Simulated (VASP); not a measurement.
Given:

```yaml
crystal:
  lattice:
    - [0.00000, 2.87263, 2.87263]
    - [2.87263, 0.00000, 2.87263]
    - [2.87263, 2.87263, 0.00000]
  atoms:
    - { symbol: Na, position: [0.00000, 0.00000, 0.00000] }
    - { symbol: Cl, position: [0.50000, 0.50000, 0.50000] }
```

These are PBE0 hybrid, VASP's PBE PAW potentials (set 64) (plane waves; VASP 6.6.1) values and carry that method's errors. Run with 520 eV cut-off, 6×6×6 Γ-centred mesh, Gaussian smearing of 0.050 eV, potentials Na_pv Cl.

Task: Give the stress tensor in GPa (positive for a compressed cell).

Result: 
```
-1.11   0.00   0.00
 0.00  -1.11   0.00
 0.00   0.00  -1.11
```
The pressure is its mean diagonal, -1.11 GPa.

The compound is NaCl in the rock salt structure. This cell is one point of a volume scan, at 1.03 of the reference volume. The cell's shape comes from a PBE relaxation.
